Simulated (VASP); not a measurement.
Calculation: vdW-DF-cx, VASP's PBE PAW potentials (set 64) (plane waves; VASP).

Input for VASP

**KPOINTS**
```
Automatic mesh
0
Gamma
7 7 7
0 0 0
```

**POSCAR**
```
CdF2
1
    0.0000000000     2.7604457438     2.7604457438
    2.7604457438     0.0000000000     2.7604457438
    2.7604457438     2.7604457438     0.0000000000
Cd F
1 2
Direct
  0.0000000000   0.0000000000   0.0000000000
  0.2500000000   0.2500000000   0.2500000000
  0.7500000000   0.7500000000   0.7500000000
```

**INCAR**
```
# general
SYSTEM    =  CdF2
PREC      =  Accurate
ENCUT     =  520
LREAL     =  F
LASPH     =  T

# electronic loop
EDIFF     =  1E-7
NELM      =  100
ALGO      =  Normal
LMAXMIX   =  4

# smearing
ISMEAR    =  0
SIGMA     =  0.05

# functional
GGA       =  CX
LUSE_VDW  =  T
AGGAC     =  0.0

# ions
ISIF      =  2

# output
LWAVE     =  F
LCHARG    =  F
```

POTCAR, in this order: Cd F (PBE.64 set). Program: vasp_std.

Problem. Estimate the energy per atom (σ→0), pressure.

Solution. 
| Property | Value |
|---|---|
| energy per atom (σ→0) | -1.284 eV/atom |
| pressure | -5.28 GPa |

File OSZICAR:
```
...
DAV:   9    -0.384991288206E+01    0.10739E-01   -0.46300E-02   768   0.245E+00    0.133E-01
DAV:  10    -0.385064713059E+01   -0.73425E-03   -0.48013E-03   699   0.860E-01    0.146E-01
DAV:  11    -0.385082650210E+01   -0.17937E-03   -0.33961E-04   766   0.222E-01    0.688E-02
DAV:  12    -0.385092033670E+01   -0.93835E-04   -0.31063E-04   691   0.149E-01    0.199E-02
DAV:  13    -0.385092967275E+01   -0.93360E-05   -0.15674E-05   762   0.311E-02    0.809E-03
DAV:  14    -0.385093152914E+01   -0.18564E-05   -0.66219E-06   698   0.250E-02    0.322E-03
DAV:  15    -0.385093162693E+01   -0.97788E-07   -0.26935E-07   682   0.588E-03
   1 F= -.38509316E+01 E0= -.38509316E+01  d E =-.473149E-12
```

The compound is CdF2 in the fluorite structure. This cell is one point of a volume scan, at 1.06 of the reference volume.
